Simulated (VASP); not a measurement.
A convergence study with VASP on MoS$_{2}$ (atoms displaced from the space group 194 structure): a few settings are varied, all else stays as given below, so the limit is that of these other settings. The cell's lengths are 1 % over those of the tabulated start and one atom is moved, so it is off equilibrium.

```
CELL_PARAMETERS angstrom
      1.59580    -2.76401     0.00000
      1.59580     2.76401     0.00000
      0.00000     0.00000    12.42300
ATOMIC_POSITIONS crystal
  Mo 0.33333 0.66667 0.25000
  Mo 0.66667 0.33333 0.75000
  S  0.33333 0.66667 0.87900
  S  0.66667 0.33333 0.37900
  S  0.66667 0.33333 0.12100
  S  0.35232 0.68565 0.62100
```

Level of theory: PBEsol GGA, VASP's PBE PAW potentials (set 64) (plane waves; VASP). The last row used: LREAL = Auto, 600 eV cut-off, 7×7×2 Γ-centred mesh, Gaussian smearing of 0.050 eV, potentials Mo_sv S.

| setting | E (eV/atom) | pressure (GPa) | largest force (eV/Å) | plane waves |
|---|---|---|---|---|
| ENCUT = 300, LREAL = .FALSE., PREC = Normal | -7.7841 | -8.41 | 1.155 | 1320 |
| ENCUT = 400, LREAL = .FALSE., PREC = Normal | -7.7847 | -8.31 | 1.160 | 2018 |
| ENCUT = 500, LREAL = .FALSE., PREC = Normal | -7.7851 | -8.08 | 1.162 | 2810 |
| ENCUT = 600, LREAL = .FALSE., PREC = Normal | -7.7854 | -8.08 | 1.164 | 3684 |
| ENCUT = 500, LREAL = .FALSE., PREC = Accurate | -7.7851 | -8.08 | 1.162 | 2810 |
| ENCUT = 600, LREAL = .FALSE., PREC = Accurate | -7.7854 | -8.08 | 1.164 | 3684 |
| ENCUT = 300, LREAL = Auto, PREC = Normal | -7.7846 | -8.35 | 1.157 | 1320 |
| ENCUT = 400, LREAL = Auto, PREC = Normal | -7.7847 | -8.27 | 1.159 | 2018 |
| ENCUT = 500, LREAL = Auto, PREC = Normal | -7.7857 | -8.03 | 1.152 | 2810 |
| ENCUT = 600, LREAL = Auto, PREC = Normal | -7.7861 | -8.01 | 1.177 | 3684 |
| ENCUT = 300, LREAL = Auto, PREC = Accurate | -7.7844 | -8.42 | 1.156 | 1320 |
| ENCUT = 400, LREAL = Auto, PREC = Accurate | -7.7851 | -8.31 | 1.161 | 2018 |
| ENCUT = 500, LREAL = Auto, PREC = Accurate | -7.7855 | -8.12 | 1.163 | 2810 |
| ENCUT = 600, LREAL = Auto, PREC = Accurate | -7.7858 | -8.08 | 1.164 | 3684 |

Left out are rungs that failed or repeat a setting and relaxations that didn't move; long series are thinned to 24 rows.

The compound is MoS2 in the 2H layered structure. The cell was not relaxed at this level, it is distorted from the ideal structure.
